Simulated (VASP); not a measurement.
Given:

```
CELL_PARAMETERS angstrom
      0.00000     2.12439     2.12439
      2.12439     0.00000     2.12439
      2.12439     2.12439     0.00000
ATOMIC_POSITIONS crystal
  Ti 0.00000 0.00000 0.00000
  N  0.50000 0.50000 0.50000
```

Method: PBE GGA, VASP's PBE PAW potentials (set 64) (plane waves; VASP). Settings: 620 eV cut-off, 15×15×15 Γ-centred mesh, first-order Methfessel-Paxton smearing of 0.10 eV, potentials Ti_sv N.

Question: The ions, cell shape and volume at an external pressure of 5.0 GPa are relaxed. Predict the relaxed structure.

Answer: 
```
CELL_PARAMETERS angstrom
      0.00000     2.11190     2.11190
      2.11190     0.00000     2.11190
      2.11190     2.11190     0.00000
ATOMIC_POSITIONS crystal
  Ti 0.00000 0.00000 0.00000
  N  0.50000 0.50000 0.50000
```
Space group Fm-3m (225), at a tolerance of 0.03 Å.

Question: How do energy and volume change from the first to the last step?

Answer: The energy (σ→0) changes by +2.5 meV/atom and the volume by -1.8 %, in 3 ionic steps.

```tsv
step	E(σ→0) (eV)	max force (eV/Å)	pressure (GPa)	volume (Å³)
1	-19.6394	0.000	-0.12	19.17
2	-19.6057	0.000	13.51	18.34
3	-19.6343	0.000	5.01	18.84
```

The compound is TiN in the rock salt structure. This run relaxes it under an external pressure of 5 GPa. Symmetry was kept, so distortions that lower it aren't found. The electron count is odd and the run is not spin-polarised, which forces a metal.
